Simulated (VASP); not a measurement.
Input:

```yaml
crystal:
  lattice:
    - [0.00000, 2.39000, 2.39000]
    - [2.39000, 0.00000, 2.39000]
    - [2.39000, 2.39000, 0.00000]
  atoms:
    - { symbol: B, position: [0.00000, 0.00000, 0.00000] }
    - { symbol: As, position: [0.25000, 0.25000, 0.25000] }
```

Level of theory: G0W0 on PBE orbitals, VASP's PBE PAW potentials (set 64) (plane waves; VASP). Numerical set-up: PREC = Normal, 500 eV cut-off, 6×6×6 Γ-centred mesh, Gaussian smearing of 0.010 eV, potentials B_GW As_GW.

The mesh is coarse and the basis finite, so the quasiparticle values are not converged.

NBANDS = 128, ENCUTGW = 180 eV, NOMEGA = 64. The PBE levels (eV) that the step starts from are:

```csv
state,KS energy,filling
"k1 (0.00, 0.00, 0.00), band 1",-9.24,2
"k1 (0.00, 0.00, 0.00), band 2",6.15,2
"k1 (0.00, 0.00, 0.00), band 3",6.15,2
"k1 (0.00, 0.00, 0.00), band 4",6.15,2
"k1 (0.00, 0.00, 0.00), band 5",9.42,0
"k1 (0.00, 0.00, 0.00), band 6",9.42,0
"k1 (0.00, 0.00, 0.00), band 7",9.42,0
"k1 (0.00, 0.00, 0.00), band 8",10.79,0
"k2 (0.17, 0.00, 0.00), band 1",-8.79,2
"k2 (0.17, 0.00, 0.00), band 2",3.19,2
"k2 (0.17, 0.00, 0.00), band 3",5.47,2
"k2 (0.17, 0.00, 0.00), band 4",5.47,2
"k2 (0.17, 0.00, 0.00), band 5",9.43,0
"k2 (0.17, 0.00, 0.00), band 6",10.31,0
"k2 (0.17, 0.00, 0.00), band 7",10.31,0
"k2 (0.17, 0.00, 0.00), band 8",12.77,0
"k4 (0.50, 0.00, 0.00), band 1",-6.37,2
"k4 (0.50, 0.00, 0.00), band 2",-2.63,2
"k4 (0.50, 0.00, 0.00), band 3",4.33,2
"k4 (0.50, 0.00, 0.00), band 4",4.33,2
"k4 (0.50, 0.00, 0.00), band 5",8.82,0
"k4 (0.50, 0.00, 0.00), band 6",10.92,0
"k4 (0.50, 0.00, 0.00), band 7",10.92,0
"k4 (0.50, 0.00, 0.00), band 8",15.01,0
```

Q: Give the quasiparticle energies and renormalisation factors Z.

A: 
```json
[
 {"state": "k1 (0.00, 0.00, 0.00), band 1", "QP energy (eV)": "-9.98", "Z": "0.70"},
 {"state": "k1 (0.00, 0.00, 0.00), band 2", "QP energy (eV)": "5.59", "Z": "0.79"},
 {"state": "k1 (0.00, 0.00, 0.00), band 3", "QP energy (eV)": "5.59", "Z": "0.79"},
 {"state": "k1 (0.00, 0.00, 0.00), band 4", "QP energy (eV)": "5.59", "Z": "0.79"},
 {"state": "k1 (0.00, 0.00, 0.00), band 5", "QP energy (eV)": "9.69", "Z": "0.79"},
 {"state": "k1 (0.00, 0.00, 0.00), band 6", "QP energy (eV)": "9.69", "Z": "0.79"},
 {"state": "k1 (0.00, 0.00, 0.00), band 7", "QP energy (eV)": "9.69", "Z": "0.79"},
 {"state": "k1 (0.00, 0.00, 0.00), band 8", "QP energy (eV)": "11.29", "Z": "0.76"},
 {"state": "k2 (0.17, 0.00, 0.00), band 1", "QP energy (eV)": "-9.53", "Z": "0.70"},
 {"state": "k2 (0.17, 0.00, 0.00), band 2", "QP energy (eV)": "2.55", "Z": "0.77"},
 {"state": "k2 (0.17, 0.00, 0.00), band 3", "QP energy (eV)": "4.90", "Z": "0.79"},
 {"state": "k2 (0.17, 0.00, 0.00), band 4", "QP energy (eV)": "4.90", "Z": "0.79"},
 {"state": "k2 (0.17, 0.00, 0.00), band 5", "QP energy (eV)": "9.73", "Z": "0.78"},
 {"state": "k2 (0.17, 0.00, 0.00), band 6", "QP energy (eV)": "10.58", "Z": "0.78"},
 {"state": "k2 (0.17, 0.00, 0.00), band 7", "QP energy (eV)": "10.58", "Z": "0.78"},
 {"state": "k2 (0.17, 0.00, 0.00), band 8", "QP energy (eV)": "13.14", "Z": "0.75"},
 {"state": "k4 (0.50, 0.00, 0.00), band 1", "QP energy (eV)": "-7.03", "Z": "0.72"},
 {"state": "k4 (0.50, 0.00, 0.00), band 2", "QP energy (eV)": "-3.37", "Z": "0.72"},
 {"state": "k4 (0.50, 0.00, 0.00), band 3", "QP energy (eV)": "3.71", "Z": "0.78"},
 {"state": "k4 (0.50, 0.00, 0.00), band 4", "QP energy (eV)": "3.71", "Z": "0.78"},
 {"state": "k4 (0.50, 0.00, 0.00), band 5", "QP energy (eV)": "9.06", "Z": "0.78"},
 {"state": "k4 (0.50, 0.00, 0.00), band 6", "QP energy (eV)": "11.14", "Z": "0.78"},
 {"state": "k4 (0.50, 0.00, 0.00), band 7", "QP energy (eV)": "11.14", "Z": "0.78"},
 {"state": "k4 (0.50, 0.00, 0.00), band 8", "QP energy (eV)": "15.08", "Z": "0.75"}
]
```
On the mesh the gap opens from 1.27 to 1.89 eV.

The compound is BAs in the zinc blende structure. The cell was not relaxed at this level.
